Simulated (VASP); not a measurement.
OSZICAR of a VASP run on PdTe (relaxed from the CsCl type structure, space group Pm-3m):

### OSZICAR
```
       N       E                     dE             d eps       ncg     rms          rms(c)
DAV:   1     0.635536150004E+02    0.63554E+02   -0.59619E+03  2048   0.932E+02
DAV:   2    -0.776366878884E+01   -0.71317E+02   -0.65139E+02  2304   0.201E+02
DAV:   3    -0.985867096657E+01   -0.20950E+01   -0.20688E+01  2400   0.359E+01
DAV:   4    -0.988039580468E+01   -0.21725E-01   -0.21788E-01  2208   0.410E+00
DAV:   5    -0.988072912686E+01   -0.33332E-03   -0.33405E-03  2356   0.524E-01    0.145E+01
DAV:   6    -0.980639052702E+01    0.74339E-01   -0.26526E-01  2136   0.613E+00    0.862E+00
DAV:   7    -0.979445675716E+01    0.11934E-01   -0.13348E-01  2060   0.449E+00    0.289E+00
DAV:   8    -0.977785686444E+01    0.16600E-01   -0.69878E-02  2092   0.325E+00    0.982E-01
DAV:   9    -0.977796916742E+01   -0.11230E-03   -0.12057E-03  2248   0.322E-01    0.923E-01
DAV:  10    -0.977776068934E+01    0.20848E-03   -0.13270E-03  2172   0.435E-01    0.116E+00
DAV:  11    -0.977788280832E+01   -0.12212E-03   -0.10103E-03  2056   0.332E-01    0.106E+00
DAV:  12    -0.977765134098E+01    0.23147E-03   -0.11075E-04  2148   0.144E-01    0.815E-01
DAV:  13    -0.977747749319E+01    0.17385E-03   -0.17034E-04  2128   0.159E-01    0.552E-01
DAV:  14    -0.977744058241E+01    0.36911E-04   -0.36201E-05  2240   0.616E-02    0.433E-01
DAV:  15    -0.977741680319E+01    0.23779E-04   -0.22457E-05  2136   0.599E-02    0.312E-01
DAV:  16    -0.977741318763E+01    0.36156E-05   -0.85077E-05  2156   0.115E-01    0.109E-01
DAV:  17    -0.977742577675E+01   -0.12589E-04   -0.18947E-05  2204   0.427E-02    0.248E-02
DAV:  18    -0.977742860482E+01   -0.28281E-05   -0.82293E-07  2160   0.837E-03    0.741E-03
DAV:  19    -0.977742885063E+01   -0.24582E-06   -0.16759E-08  1076   0.111E-03    0.650E-03
DAV:  20    -0.977743034413E+01   -0.14935E-05   -0.99650E-08  1048   0.407E-03    0.179E-03
DAV:  21    -0.977743056701E+01   -0.22288E-06   -0.11753E-08  1044   0.751E-04    0.168E-04
DAV:  22    -0.977743055665E+01    0.10358E-07   -0.10564E-09  1036   0.297E-04
   1 F= -.97774306E+01 E0= -.97774306E+01  d E =0.000000E+00
```

Q: Which electronic solver shows in the log?

A: It is blocked Davidson (ALGO = Normal, or the opening steps of other solvers). The INCAR had ALGO = Normal.

Q: Can the final energy be trusted as converged?

A: The calculation finished and met its thresholds. It stopped with EDIFF = 1E-7, NELM = 100 (PBEsol GGA, plane waves, VASP's PBE PAW potentials (set 64)).

The structure was generated: PdTe was put into the CsCl type type (Pm-3m), which need not be its known phase. It was relaxed first, which changed the volume by -17 %.
